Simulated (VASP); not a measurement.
Given:

```yaml
crystal:
  lattice:
    - [0.00000, 2.81468, 2.81468]
    - [2.81468, 0.00000, 2.81468]
    - [11.30599, 11.30599, -0.04729]
  atoms:
    - { symbol: Al, position: [0.02690, 0.02690, 0.97983] }
    - { symbol: Al, position: [0.97489, 0.97489, 0.26883] }
    - { symbol: Al, position: [0.99194, 0.99194, 0.50605] }
    - { symbol: Al, position: [0.00884, 0.00884, 0.74337] }
    - { symbol: Sb, position: [0.24498, 0.24498, 0.06627] }
    - { symbol: P, position: [0.23400, 0.23400, 0.32450] }
    - { symbol: P, position: [0.25070, 0.25070, 0.56198] }
    - { symbol: P, position: [0.26777, 0.26777, 0.79917] }
```

The numbers are results of PBEsol GGA, VASP's PBE PAW potentials (set 64) (plane waves; VASP 6.6.1), not measurements. Run with 400 eV cut-off, Gaussian smearing of 0.050 eV, potentials Al Sb P.

Unless said otherwise, spin-orbit coupling is left out, though it shifts the bands of the heavy elements here.

Problem. What does the run give for the band gap (along the path) with the smallest direct gap where there is one?

Solution. 
```
Property                                                     Result
-------------------------  ----------------------------------------
band gap (along the path)  none (metal, semimetal or under 0.01 eV)
```

Total energies compare only between runs with the same potentials, cut-off and functional.

The structure was generated: Al4P3Sb was put into an ordered model structure (R3m), which need not be its known phase. It was relaxed first.
